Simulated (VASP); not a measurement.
Given:

```
CELL_PARAMETERS angstrom
      5.71098     0.00000     0.00000
      0.00000     5.71098     0.00000
      0.00000     0.00000     5.71098
ATOMIC_POSITIONS crystal
  Cs 0.00000 0.00000 0.00000
  Pb 0.50000 0.50000 0.50000
  Cl 0.50000 0.00000 0.50000
  Cl 0.00000 0.50000 0.50000
  Cl 0.50000 0.50000 0.00000
```

All values below come from PBE GGA, VASP's PBE PAW potentials (set 64) (plane waves; VASP 6.6.1). Run with 300 eV cut-off, 5×5×5 Γ-centred mesh, Fermi-Dirac smearing of 0.020 eV, potentials Cs_sv Pb_d Cl.

### Question
Estimate the energy per atom (σ→0).

### Answer

```
Quantity                        Value
---------------------  --------------
energy per atom (σ→0)  -3.513 eV/atom
```

Only differences to runs with the same potentials and settings are physical.

The structure is a typed CsPbCl3 crystal (Pm-3m). The cell was not relaxed at this level.
